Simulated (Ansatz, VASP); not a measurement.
# CuNi (Cu-Ni stack, (111) layers) in two plane-wave programs, part 2 of 2

One calculation is typed for both programs; each brings its own data sets. How far apart do they land? The cell is taken from a series of runs on this material, whose earlier steps may have relaxed, scaled, displaced or heated it; both programs get it as it stands.

VASP 6.6.1 and Ansatz 0.2.0.

So far: The structure; Ansatz: zone-centre phonons, PBEsol.

## 3. VASP: zone-centre phonons, PBEsol

Level of this step: PBEsol, no spin polarisation; plane waves and PAW (Cu, Ni) (VASP).

The same cell, functional, mesh and smearing now go to VASP, with its own data sets.

Lines of VASP's logs that name or quote its potential files are left out, and so is its time.

INCAR reads:

```
SYSTEM = CuNi
PREC = Accurate
ENCUT = 600
EDIFF = 1E-08
NELM = 120
ISMEAR = 1
SIGMA = 0.2
LREAL = .FALSE.
ALGO = Normal
GGA = PS
NBANDS = 16
LASPH = .TRUE.
LORBIT = 11
LWAVE = .FALSE.
LCHARG = .FALSE.
ISIF = 2
IBRION = 8
GGA_COMPAT = .FALSE.
NELMDL = -8
KPAR = 2
```

POSCAR reads:

```
CuNi
1.0
    2.4049993787      0.0000000000      0.0000000000
   -1.2024996894      2.0827905580      0.0000000000
    0.0000000000      0.0000000000     27.8645450283
Cu Ni
1 1
Direct
    0.0000000000      0.0000000000      0.1974527196
    0.3333333333      0.6666666667      0.2702480804
```

KPOINTS reads:

```
Automatic mesh
0
Gamma
8 8 1
0 0 0
```

Potentials, in the order of the species: Cu and Ni (PBE family, release 64).

Started as:

```sh
$ mpirun -np 2 vasp_std
```

Numbers of over 12 decimals in the logs are rounded to 6 here.

Log:

```text
[banner, memory and clock lines left out]
running    2 mpi-ranks, on    1 nodes
 distrk:  each k-point on    1 cores,    2 groups
 distr:  one band on    1 cores,    1 groups

 POSCAR found type information on POSCAR CuNi
 POSCAR found :  2 types and       2 ions
|                                                                             |
|               ----> ADVICE to this user running VASP <----                  |
|                                                                             |
|     You enforced a specific xc type in the INCAR file but a different       |
|     [... a line on the potential file left out ...]
|     I HOPE YOU KNOW WHAT YOU ARE DOING!                                     |
|                                                                             |

 LDA part: xc-table for (Slater+PW92), standard interpolation
 POSCAR, INCAR and KPOINTS ok, starting setup
 FFT: planning ... GRIDC
 FFT: planning ... GRID_SOFT
 FFT: planning ... GRID
 WAVECAR not read
 entering main loop
       N       E                     dE             d eps       ncg     rms          rms(c)
DAV:   1     0.133725422062E+03    0.13373E+03   -0.87096E+03   320   0.124E+03
DAV:   2    -0.564964625936E+01   -0.13938E+03   -0.13237E+03   320   0.266E+02
DAV:   3    -0.110026591453E+02   -0.53530E+01   -0.52742E+01   424   0.721E+01
DAV:   4    -0.111067607803E+02   -0.10410E+00   -0.10382E+00   392   0.114E+01
DAV:   5    -0.111097861043E+02   -0.30253E-02   -0.30252E-02   528   0.146E+00
DAV:   6    -0.111098246709E+02   -0.38567E-04   -0.38566E-04   392   0.148E-01
DAV:   7    -0.111098264080E+02   -0.17371E-05   -0.17371E-05   536   0.245E-02
DAV:   8    -0.111098264349E+02   -0.26874E-07   -0.26985E-07   416   0.291E-03    0.126E+01
DAV:   9    -0.102310239405E+02    0.87880E+00   -0.22826E+01   448   0.147E+02    0.707E+00
DAV:  10    -0.916029778089E+01    0.10707E+01   -0.49990E+00   440   0.591E+01    0.150E+00
DAV:  11    -0.924959674495E+01   -0.89299E-01   -0.86868E-01   528   0.288E+01    0.336E+00
DAV:  12    -0.915161619466E+01    0.97981E-01   -0.38838E-01   480   0.215E+01    0.126E+00
DAV:  13    -0.913233068324E+01    0.19286E-01   -0.58591E-02   480   0.869E+00    0.318E-01
DAV:  14    -0.913133968778E+01    0.99100E-03   -0.15842E-02   432   0.200E+00    0.198E-01
[...]
DAV:  24    -0.913120674575E+01   -0.79755E-05   -0.21460E-07   392   0.302E-03    0.985E-04
DAV:  25    -0.913121679937E+01   -0.10054E-04   -0.68422E-07   400   0.405E-03    0.359E-04
DAV:  26    -0.913121903304E+01   -0.22337E-05   -0.74894E-08   384   0.177E-03    0.393E-04
DAV:  27    -0.913121992066E+01   -0.88761E-06   -0.28373E-08   328   0.166E-03    0.123E-04
DAV:  28    -0.913122004307E+01   -0.12241E-06   -0.18997E-09   336   0.467E-04    0.438E-05
DAV:  29    -0.913122009550E+01   -0.52424E-07   -0.56442E-10   320   0.263E-04    0.162E-05
DAV:  30    -0.913122011377E+01   -0.18272E-07   -0.25114E-10   288   0.164E-04    0.119E-05
DAV:  31    -0.913122012027E+01   -0.64988E-08   -0.53660E-11   288   0.195E-04
   1 F= -.91312201E+01 E0= -.91288702E+01  d E =-.704970E-02
 Linear response reoptimize wavefunctions to high precision
DAV:   1    -0.913122012295E+01   -0.26794E-08   -0.30729E-11   328   0.202E-04
DAV:   2    -0.913122012283E+01    0.11278E-09    0.24488E-12   248   0.347E-05
DAV:   3    -0.913122012290E+01   -0.61846E-10    0.80227E-12   328   0.226E-05
 Linear response DOF=           4
 Linear response progress:
  Degree of freedom:   1/  4
       N       E                     dE             d eps       ncg     rms          rms(c)
RMM:   1    -0.223959932823E+00   -0.22396E+00   -0.73924E-02  1580   0.502E+00
RMM:   2    -0.230695500411E+00   -0.67356E-02   -0.27267E-02  1463   0.193E+00    0.116E-01
RMM:   3    -0.230541499415E+00    0.15400E-03   -0.94839E-04  1635   0.323E-01    0.756E-02
RMM:   4    -0.230178388821E+00    0.36311E-03   -0.56301E-04  1721   0.187E-01    0.230E-02
RMM:   5    -0.230173366569E+00    0.50223E-05   -0.28147E-05  1544   0.473E-02    0.165E-02
RMM:   6    -0.230166081357E+00    0.72852E-05   -0.28316E-06  1523   0.240E-02    0.934E-03
RMM:   7    -0.230122351634E+00    0.43730E-04   -0.16423E-06  1615   0.149E-02    0.381E-03
RMM:   8    -0.230107879026E+00    0.14473E-04   -0.68882E-07  1662   0.944E-03    0.140E-03
RMM:   9    -0.230101876826E+00    0.60022E-05   -0.27916E-07  1887   0.467E-03    0.474E-04
RMM:  10    -0.230103690049E+00   -0.18132E-05   -0.10429E-08  1775   0.883E-04    0.233E-04
RMM:  11    -0.230106347704E+00   -0.26577E-05   -0.12254E-09  1790   0.448E-04    0.379E-05
RMM:  12    -0.230106834615E+00   -0.48691E-06   -0.81855E-10  2032   0.193E-04    0.368E-05
RMM:  13    -0.230106722541E+00    0.11207E-06    0.62910E-11  1970   0.574E-05    0.226E-05
RMM:  14    -0.230106521251E+00    0.20129E-06    0.26062E-11  2018   0.286E-05    0.678E-06
RMM:  15    -0.230106459147E+00    0.62104E-07    0.65592E-12  1866   0.152E-05    0.178E-06
RMM:  16    -0.230106476751E+00   -0.17604E-07    0.75269E-12  1971   0.532E-06    0.491E-07
RMM:  17    -0.230106476891E+00   -0.13999E-09    0.65669E-12  1692   0.274E-06    0.151E-07
 first order change of Fermi-energy   0.19354E-02
 force on displaced ion       1 direction 1 :  -0.944   0.000   0.001
 Linear response progress:
  Degree of freedom:   2/  4
       N       E                     dE             d eps       ncg     rms          rms(c)
RMM:   1    -0.268402454962E+00   -0.26840E+00   -0.98909E-02   502   0.539E+00
RMM:   2    -0.272842644221E+00   -0.44402E-02   -0.20905E-02   422   0.187E+00    0.195E-01
RMM:   3    -0.275633687729E+00   -0.27910E-02   -0.35271E-03   441   0.853E-01    0.529E-01
RMM:   4    -0.273380304341E+00    0.22534E-02   -0.19752E-03   429   0.750E-01    0.989E-02
RMM:   5    -0.273914249571E+00   -0.53395E-03   -0.37446E-04   438   0.307E-01    0.316E-02
RMM:   6    -0.273897994685E+00    0.16255E-04   -0.10973E-04   439   0.174E-01    0.180E-02
RMM:   7    -0.273884499562E+00    0.13495E-04   -0.49412E-05   535   0.805E-02    0.135E-02
RMM:   8    -0.273877564169E+00    0.69354E-05   -0.28405E-06   476   0.176E-02    0.350E-03
RMM:   9    -0.273867954077E+00    0.96101E-05   -0.58855E-07   535   0.713E-03    0.289E-03
RMM:  10    -0.273863227579E+00    0.47265E-05   -0.20535E-07   472   0.576E-03    0.539E-04
RMM:  11    -0.273861428082E+00    0.17995E-05   -0.39930E-08   531   0.216E-03    0.275E-04
RMM:  12    -0.273860544926E+00    0.88316E-06   -0.10135E-08   530   0.107E-03    0.116E-04
RMM:  13    -0.273860399624E+00    0.14530E-06   -0.57461E-09   581   0.460E-04    0.643E-05
RMM:  14    -0.273860713129E+00   -0.31351E-06   -0.64839E-09   537   0.300E-04    0.404E-05
RMM:  15    -0.273860888613E+00   -0.17548E-06   -0.17972E-09   582   0.171E-04    0.587E-05
RMM:  16    -0.273860674486E+00    0.21413E-06   -0.12998E-09   537   0.141E-04    0.108E-05
RMM:  17    -0.273860695921E+00   -0.21435E-07   -0.18786E-10   603   0.552E-05    0.928E-06
RMM:  18    -0.273860725759E+00   -0.29838E-07    0.63911E-12   549   0.328E-05    0.465E-06
RMM:  19    -0.273860732040E+00   -0.62804E-08   -0.24340E-10   575   0.339E-05    0.521E-06
 first order change of Fermi-energy   0.63381E+00
 force on displaced ion       1 direction 3 :   0.000  -0.000  -5.728
 Linear response progress:
  Degree of freedom:   3/  4
       N       E                     dE             d eps       ncg     rms          rms(c)
RMM:   1    -0.173426718820E+00   -0.17343E+00   -0.90435E-02  1772   0.278E+00
RMM:   2    -0.172889905034E+00    0.53681E-03   -0.44711E-03  1520   0.101E+00    0.112E-01
RMM:   3    -0.172486471402E+00    0.40343E-03   -0.98262E-04  1636   0.332E-01    0.707E-02
RMM:   4    -0.172118131657E+00    0.36834E-03   -0.27237E-04  1707   0.133E-01    0.678E-03
RMM:   5    -0.172136957918E+00   -0.18826E-04   -0.83586E-06  1686   0.299E-02    0.850E-03
RMM:   6    -0.172138605936E+00   -0.16480E-05   -0.14540E-06  1536   0.179E-02    0.580E-03
RMM:   7    -0.172139867031E+00   -0.12611E-05   -0.44981E-07  1596   0.951E-03    0.902E-04
RMM:   8    -0.172139190071E+00    0.67696E-06   -0.18073E-07  1801   0.499E-03    0.582E-04
RMM:   9    -0.172137945354E+00    0.12447E-05   -0.40682E-08  1817   0.204E-03    0.211E-04
RMM:  10    -0.172136697941E+00    0.12474E-05   -0.75361E-09  1991   0.633E-04    0.111E-04
RMM:  11    -0.172135763156E+00    0.93479E-06   -0.16759E-10  2013   0.236E-04    0.401E-05
RMM:  12    -0.172135785742E+00   -0.22586E-07   -0.27095E-10  1892   0.978E-05    0.109E-05
RMM:  13    -0.172135870839E+00   -0.85097E-07   -0.36982E-11  2135   0.382E-05    0.317E-06
RMM:  14    -0.172135864725E+00    0.61142E-08    0.28772E-12  2034   0.108E-05    0.122E-06
 first order change of Fermi-energy  -0.10087E-02
 force on displaced ion       2 direction 1 :  -0.922  -0.000   0.000
 Linear response progress:
  Degree of freedom:   4/  4
       N       E                     dE             d eps       ncg     rms          rms(c)
RMM:   1    -0.218672783181E+00   -0.21867E+00   -0.94327E-02   483   0.397E+00
RMM:   2    -0.220075400747E+00   -0.14026E-02   -0.92094E-03   446   0.134E+00    0.207E-01
RMM:   3    -0.220323464724E+00   -0.24806E-03   -0.17065E-03   502   0.471E-01    0.151E-01
RMM:   4    -0.221571026608E+00   -0.12476E-02   -0.14142E-03   441   0.589E-01    0.355E-01
RMM:   5    -0.220757171431E+00    0.81386E-03   -0.51470E-04   433   0.378E-01    0.233E-02
RMM:   6    -0.220822908729E+00   -0.65737E-04   -0.79919E-05   481   0.125E-01    0.138E-02
RMM:   7    -0.220817771490E+00    0.51372E-05   -0.16629E-05   554   0.417E-02    0.543E-03
RMM:   8    -0.220793039425E+00    0.24732E-04   -0.22990E-06   478   0.178E-02    0.476E-03
RMM:   9    -0.220791322131E+00    0.17173E-05   -0.51805E-07   485   0.898E-03    0.390E-03
RMM:  10    -0.220789903514E+00    0.14186E-05   -0.23120E-07   475   0.768E-03    0.461E-04
RMM:  11    -0.220787833539E+00    0.20700E-05   -0.80293E-08   535   0.295E-03    0.369E-04
RMM:  12    -0.220786323010E+00    0.15105E-05   -0.26422E-08   508   0.169E-03    0.368E-04
RMM:  13    -0.220786908777E+00   -0.58577E-06   -0.80368E-09   569   0.791E-04    0.968E-05
RMM:  14    -0.220787080237E+00   -0.17146E-06   -0.11594E-08   533   0.483E-04    0.753E-05
RMM:  15    -0.220787329060E+00   -0.24882E-06   -0.22183E-09   557   0.244E-04    0.425E-05
RMM:  16    -0.220787353450E+00   -0.24390E-07   -0.26981E-09   556   0.149E-04    0.259E-05
RMM:  17    -0.220787379764E+00   -0.26313E-07   -0.14268E-09   586   0.946E-05    0.180E-05
RMM:  18    -0.220787339524E+00    0.40240E-07   -0.21474E-10   540   0.534E-05    0.779E-06
RMM:  19    -0.220787350952E+00   -0.11428E-07   -0.44874E-10   599   0.388E-05    0.481E-06
RMM:  20    -0.220787362709E+00   -0.11757E-07   -0.59357E-11   577   0.165E-05    0.283E-06
RMM:  21    -0.220787353332E+00    0.93769E-08    0.18348E-11   580   0.108E-05    0.130E-06
 first order change of Fermi-energy  -0.63344E+00
 force on displaced ion       2 direction 3 :   0.000  -0.000  -5.707
 Linear response finished
```

OUTCAR, selected parts (step 3):

```text
ion  position               nearest neighbor table
   1  0.000  0.000  0.197-   2 2.46   2 2.46   2 2.46
   2  0.333  0.667  0.270-   1 2.46   1 2.46   1 2.46

  LATTYP: Found a hexagonal cell.
 ALAT       =     2.4049993787
 C/A-ratio  =    11.5860924020

 Subroutine GETGRP returns: Found  6 space group operations
 (whereof  6 operations were pure point group operations)

The static configuration has the point symmetry C_3v.

 Found     10 irreducible k-points:

   k-points           NKPTS =     10   k-points in BZ     NKDIM =     10   number of bands    NBANDS=     16

   dimension x,y,z NGX =    20 NGY =   20 NGZ =  224
   dimension x,y,z NGXF=    40 NGYF=   40 NGZF=  448

   ENCUT  =  600.0 eV  44.10 Ry    6.64 a.u.   4.80  4.80 55.65*2*pi/ulx,y,z

   NELECT =      21.0000    total number of electrons

 k-points in reciprocal lattice and weights: Automatic mesh
   0.00000000  0.00000000  0.00000000       0.016
   0.12500000  0.00000000  0.00000000       0.094
   0.25000000  0.00000000  0.00000000       0.094
   0.37500000 -0.00000000  0.00000000       0.094
   0.50000000  0.00000000  0.00000000       0.047
   0.12500000  0.12500000  0.00000000       0.094
   0.25000000  0.12500000  0.00000000       0.188
   0.37500000  0.12500000  0.00000000       0.188
   0.25000000  0.25000000  0.00000000       0.094
   0.37500000  0.25000000  0.00000000       0.094

 average (electrostatic) potential at core
       1 -73.6858       2 -93.5837

  Total        0.1942420      0.1942420      0.0207933     -0.0000000      0.0000000     -0.0000000
  in kB        2.2296731      2.2296731      0.2386833     -0.0000000      0.0000000     -0.0000000
  external PRESSURE =       1.5660098 kB  Pullay stress =       0.0000000 kB

  energy-cutoff  :      600.00
  volume of cell :      139.58
      direct lattice vectors                 reciprocal lattice vectors
     2.404999379  0.000000000  0.000000000     0.415800523  0.240062544  0.000000000
    -1.202499689  2.082790558  0.000000000     0.000000000  0.480125088  0.000000000
     0.000000000  0.000000000 27.864545028     0.000000000  0.000000000  0.035887900

 POSITION                                       TOTAL-FORCE (eV/Angst)
 -----------------------------------------------------------------------------------
      0.00000      0.00000      5.50193         0.000000      0.000000     -0.015310
     -0.00000      1.38853      7.53034        -0.000000      0.000000      0.015310
 -----------------------------------------------------------------------------------
    total drift:                               -0.000000      0.000000      0.000149

 Eigenvectors and eigenvalues of the dynamical matrix
 ----------------------------------------------------

   1 f  =    6.767460 THz    42.521203 2PiTHz  225.738156 cm-1    27.987952 meV
             X         Y         Z           dx          dy          dz
      0.000000  0.000000  5.501930     0.000000    0.000000   -0.693572
     -0.000000  1.388527  7.530340    -0.000000    0.000000    0.720387

   2 f  =    2.733391 THz    17.174402 2PiTHz   91.176108 cm-1    11.304392 meV
             X         Y         Z           dx          dy          dz
      0.000000  0.000000  5.501930     0.628286   -0.302011    0.000000
     -0.000000  1.388527  7.530340    -0.646191    0.310618    0.000000

   3 f  =    2.733391 THz    17.174402 2PiTHz   91.176108 cm-1    11.304392 meV
             X         Y         Z           dx          dy          dz
      0.000000  0.000000  5.501930    -0.302011   -0.628286   -0.000000
     -0.000000  1.388527  7.530340     0.310618    0.646191    0.000000

   4 f/i=    0.006134 THz     0.038540 2PiTHz    0.204605 cm-1     0.025368 meV
             X         Y         Z           dx          dy          dz
      0.000000  0.000000  5.501930    -0.000000   -0.000000    0.720387
     -0.000000  1.388527  7.530340     0.000000    0.000000    0.693572

   5 f/i=    0.015909 THz     0.099960 2PiTHz    0.530670 cm-1     0.065795 meV
             X         Y         Z           dx          dy          dz
      0.000000  0.000000  5.501930     0.370464    0.613843    0.000000
     -0.000000  1.388527  7.530340     0.360199    0.596834    0.000000

   6 f/i=    0.015909 THz     0.099960 2PiTHz    0.530670 cm-1     0.065795 meV
             X         Y         Z           dx          dy          dz
      0.000000  0.000000  5.501930     0.613843   -0.370464    0.000000
     -0.000000  1.388527  7.530340     0.596834   -0.360199    0.000000

 ELASTIC MODULI CONTR FROM IONIC RELAXATION (kBar)
 Direction    XX          YY          ZZ          XY          YZ          ZX
 --------------------------------------------------------------------------------
 XX         -55.9670    -27.9943   -106.7544      0.0000     29.7959     -0.0000
 YY         -27.9943    -55.9670   -106.7544      0.0000    -29.7959      0.0000
 ZZ        -106.7544   -106.7544   -271.4702      0.0000      0.0000      0.0000
 XY           0.0000      0.0000      0.0000    -13.9863      0.0000      4.8795
 YZ          29.7959    -29.7959      0.0000      0.0000    -63.4761      0.0000
 ZX          -0.0000      0.0000      0.0000      4.8795      0.0000     -1.7023
 --------------------------------------------------------------------------------
```

This run has no spin polarisation, so a moment on Ni, if there is one, isn't seen. Its electron count is odd, so without a moment it is a metal by construction.

## 4. Differences

Known differences besides the potentials themselves: Ansatz cuts the interaction across the vacuum, VASP repeats the sheet without a dipole correction; VASP's run holds the zone centre alone; the data sets hold 37 valence electrons in Ansatz (on its default PAW (the set named soft_2) files) and 21 in VASP; the cutoff is 420 eV in Ansatz and 600 eV in VASP; Ansatz makes its cores anew for this functional, VASP keeps those of its PBE data sets. Total energies have different zeros and are not compared.

The two programs side by side:

```csv
quantity,Ansatz,VASP,difference
optical mode 1 to 2 (cm⁻¹),89.2,91.2,-2.19 %
optical mode 3 (cm⁻¹),225.9,225.7,+0.07 %
```

Modes are paired by rising frequency, not by their patterns, so a pair may set unlike modes beside each other; they are those without the splitting of longitudinal modes. Where the cell holds vacuum, a pressure given here is an average over it and none of the material.

## 5. Outcome

```json
{"r.m.s. difference of the optical zone-centre modes, each program's sorted by frequency (zone-centre phonons, PBEsol)": "1.6 cm⁻¹", "difference in optical mode 1 to 2 (zone-centre phonons, PBEsol)": "-2.2 %"}
```

The r.m.s. difference of the optical zone-centre modes, each program's sorted by frequency is 1.6 cm⁻¹ (zone-centre phonons, PBEsol). The data sets hold unlike numbers of valence electrons (37 in Ansatz and 21 in VASP), so part of the differences may come from the potentials. Among the rows given in per cent, the largest difference of the zone-centre phonons, PBEsol pair is in optical mode 1 to 2, -2.2 %. How closely two codes agree says nothing of how well the functional describes the real material.

[Lines on the potential files, build, host, timing and source positions are cut from VASP's logs without a mark.]

[Logs are printed without paths, hosts, clocks, repeated set-up lines and the standing remarks that a program may print on its own settings, such as how far it seeks lower states.]

[Hosts, paths, dates, database ids (printed as entryN), source tags and the programs' standing remarks are cut or masked in the printed files.]
